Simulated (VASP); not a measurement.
OSZICAR of a VASP run on Ni3Si (L1_2):

### OSZICAR
```
       N       E                     dE             d eps       ncg     rms          rms(c)
DAV:   1     0.201368633867E+03    0.20137E+03   -0.15448E+04  1478   0.215E+03
DAV:   2    -0.162534065044E+02   -0.21762E+03   -0.20976E+03  1470   0.373E+02
DAV:   3    -0.270647532935E+02   -0.10811E+02   -0.10444E+02  1598   0.111E+02
DAV:   4    -0.273008364521E+02   -0.23608E+00   -0.23517E+00  1722   0.147E+01
DAV:   5    -0.273088667161E+02   -0.80303E-02   -0.80289E-02  1760   0.261E+00    0.213E+01
DAV:   6    -0.264985379897E+02    0.81033E+00   -0.51851E+01  1684   0.120E+02    0.155E+01
DAV:   7    -0.235840081304E+02    0.29145E+01   -0.14847E+01  1628   0.654E+01    0.488E+00
DAV:   8    -0.235143099412E+02    0.69698E-01   -0.59576E-01  1608   0.676E+00    0.152E+00
DAV:   9    -0.234969605981E+02    0.17349E-01   -0.31817E-02  2010   0.259E+00    0.576E-01
DAV:  10    -0.234947875029E+02    0.21731E-02   -0.36959E-03  1969   0.489E-01    0.207E-01
DAV:  11    -0.234945450916E+02    0.24241E-03   -0.58003E-04  2234   0.306E-01    0.564E-02
DAV:  12    -0.234945299049E+02    0.15187E-04   -0.90676E-05  1663   0.121E-01    0.151E-02
DAV:  13    -0.234945293969E+02    0.50802E-06   -0.64642E-06  1597   0.191E-02
   1 F= -.16028055E+02 E0= -.16028168E+02  d E =-.160281E+02
       N       E                     dE             d eps       ncg     rms          rms(c)
DAV:   1    -0.273801153263E+02   -0.38856E+01   -0.58444E+01  1525   0.120E+02    0.197E+01
DAV:   2    -0.251839849722E+02    0.21961E+01   -0.47455E+01  1645   0.121E+02    0.109E+01
DAV:   3    -0.228507148087E+02    0.23333E+01   -0.11287E+01  1603   0.595E+01    0.335E+00
DAV:   4    -0.227322264518E+02    0.11849E+00   -0.44488E-01  1698   0.637E+00    0.147E+00
DAV:   5    -0.227078361624E+02    0.24390E-01   -0.24462E-02  2093   0.211E+00    0.625E-01
DAV:   6    -0.227056251215E+02    0.22110E-02   -0.62945E-03  1573   0.857E-01    0.123E-01
DAV:   7    -0.227056046003E+02    0.20521E-04   -0.44412E-04  1651   0.216E-01    0.644E-02
DAV:   8    -0.227055867761E+02    0.17824E-04   -0.88432E-05  1651   0.640E-02    0.186E-02
DAV:   9    -0.227055825973E+02    0.41787E-05   -0.35611E-05  1739   0.951E-02    0.928E-03
DAV:  10    -0.227055814346E+02    0.11627E-05   -0.41429E-06  1551   0.350E-02    0.249E-03
DAV:  11    -0.227055815090E+02   -0.74357E-07   -0.26317E-07   845   0.633E-03
   2 F= -.15902882E+02 E0= -.15903059E+02  d E =0.125173E+00
       N       E                     dE             d eps       ncg     rms          rms(c)
DAV:   1    -0.255549513385E+02   -0.28494E+01   -0.26618E+01  1495   0.875E+01    0.132E+01
DAV:   2    -0.250349201214E+02    0.52003E+00   -0.28515E+01  1678   0.880E+01    0.897E+00
DAV:   3    -0.233540249574E+02    0.16809E+01   -0.66656E+00  1658   0.457E+01    0.247E+00
DAV:   4    -0.233234212726E+02    0.30604E-01   -0.25680E-01  1551   0.417E+00    0.132E+00
DAV:   5    -0.233084674118E+02    0.14954E-01   -0.30365E-02  1890   0.282E+00    0.335E-01
DAV:   6    -0.233076877450E+02    0.77967E-03   -0.43034E-03  1585   0.841E-01    0.752E-02
DAV:   7    -0.233077546581E+02   -0.66913E-04   -0.18666E-04  2268   0.113E-01    0.445E-02
DAV:   8    -0.233077655114E+02   -0.10853E-04   -0.22632E-06  1371   0.158E-02    0.553E-03
DAV:   9    -0.233077642096E+02    0.13018E-05   -0.84030E-07   885   0.100E-02    0.268E-03
DAV:  10    -0.233077642016E+02    0.79781E-08   -0.26817E-07   800   0.667E-03
   3 F= -.16068377E+02 E0= -.16068508E+02  d E =-.403222E-01
```

Q: Which electronic solver shows in the log?

A: It is blocked Davidson (ALGO = Normal, or the opening steps of other solvers). The INCAR had ALGO = Normal.

Q: How was spin treated?

A: Without spin polarisation: there is no mag entry.

Q: Can the final energy be trusted as converged?

A: The run converged. It stopped with EDIFF = 1E-6, NELM = 100, NSW = 40 and EDIFFG = -0.02 after 3 ionic steps (PBE GGA, plane waves, VASP's PBE PAW potentials (set 64)). Energy and stress use the plane-wave basis of the starting cell.

The compound is Ni3Si in the L1_2 structure. This run relaxes it under an external pressure of 30 GPa. Symmetry was kept, so distortions that lower it aren't found. The run is not spin-polarised, so no magnetic state was tried.
